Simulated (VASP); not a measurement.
Consider the following.

```xyz
1
Lattice="-1.5818 1.5818 1.5818 1.5818 -1.5818 1.5818 1.5818 1.5818 -1.5818" Properties=species:S:1:pos:R:3 pbc="T T T"
W      0.0000     0.0000     0.0000
```

All values below come from revTPSS meta-GGA, VASP's PBE PAW potentials (set 64) (plane waves; VASP 6.6.1). Numerical set-up: 520 eV cut-off, 18×18×18 Γ-centred mesh, tetrahedra with Blöchl corrections, potentials W_sv.

### Question
The job: W (bcc), 1 atom, revTPSS, static run, 520 eV, 18×18×18 Γ-centred mesh. Roughly how much core time does it take on a busy server core?

### Answer
About 2 core-minutes (one run on a shared machine, a rough figure). It had 195 irreducible k-points, 11 bands, up to 440 plane waves and 19 electronic steps.

The compound is W in the bcc structure. It was relaxed first.
